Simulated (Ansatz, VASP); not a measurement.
**Two plane-wave programs on RbGe2**

INCAR

```
SYSTEM = RbGe2
  ALGO = Normal
  EDIFF = 1E-6
  EDIFFG = -0.04
  ENCUT = 600
  GGA = PE
  IBRION = 2
  ISIF = 3
  ISMEAR = 0
  LASPH = .True.
  LCHARG = .False.
  LREAL = .False.
  LWAVE = .False.
  NELM = 80
  NSW = 90
  PREC = Accurate
  SIGMA = 0.1
```

File KPOINTS:

```
k-points
0
Gamma
  3 3 3
  0 0 0
```

Contents of POSCAR:

```
RbGe2
1.0
    3.0749784900      1.7753396600      5.5825752300
   -3.0749784900      1.7753396600      5.5825752300
    0.0000000000     -3.5506793200      5.5825752300
Rb Ge
1 2
Direct
    0.5000000000      0.5000000000      0.5000000000
    0.7995351600      0.7995351600      0.7995351600
    0.2004648400      0.2004648400      0.2004648400
```

Input for Ansatz:

```yaml
crystal:
  lattice:
    - [3.07497849, 1.77533966, 5.58257523]
    - [-3.07497849, 1.77533966, 5.58257523]
    - [0.0, -3.55067932, 5.58257523]
  atoms:
    - { symbol: Rb, position: [0.5, 0.5, 0.5] }
    - { symbol: Ge, position: [0.79953516, 0.79953516, 0.79953516] }
    - { symbol: Ge, position: [0.20046484, 0.20046484, 0.20046484] }
basis:
  ecutwfc: 420
kpoints:
  mp_grid: { grid: [3, 3, 3] }
hamiltonian:
  xc: pbe
scf:
  occupations: { method: gaussian, width: 0.1 }
  lower_state_search: "off"
output:
  forces: true
  stress: true
  eigenvalues: true
relax:
  adjacent_minimum: "off"
  f_tol: 0.04
  max_steps: 70
  cell: { stress_tol: 0.4 }
```

Alike in both runs: task relaxation of cell and atoms; functional PBE; k mesh 3 × 3 × 3; occupations gaussian, width 0.1 eV; no spin polarisation.

|  | VASP | Ansatz |
| --- | --- | --- |
| version | VASP 6.6.1 | Ansatz 0.2.0 |
| potentials or method | VASP PAW PBE potentials, release 64 (Rb_sv, Ge_d) | scalar-relativistic, plane waves, PAW |
| plane-wave cutoff (eV) | 600 | 420 |
| valence electrons in the cell | 37 | 37 |

Ansatz gave:

- gap on the k mesh at the Fermi level, each at its own relaxed structure (eV): none
- relaxed volume (Å³/atom): 30.45
- relaxed cell length with the largest relative difference (Å): 4.606
- energy change over the relaxation (meV/atom): -780

Task: Which values does VASP return?

Result: gap on the k mesh at the Fermi level, each at its own relaxed structure (eV): none; relaxed volume (Å³/atom): 30.40; relaxed cell length with the largest relative difference (Å): 4.602; energy change over the relaxation (meV/atom): -779.

A gap of «none» marks a metal or a gap that the smearing closes.

Caveats: the k mesh is coarse (spacing up to 0.41 Å⁻¹), so the values aren't converged; the volume moved by over 15 % at a fixed basis, so the end points are rough (VASP).
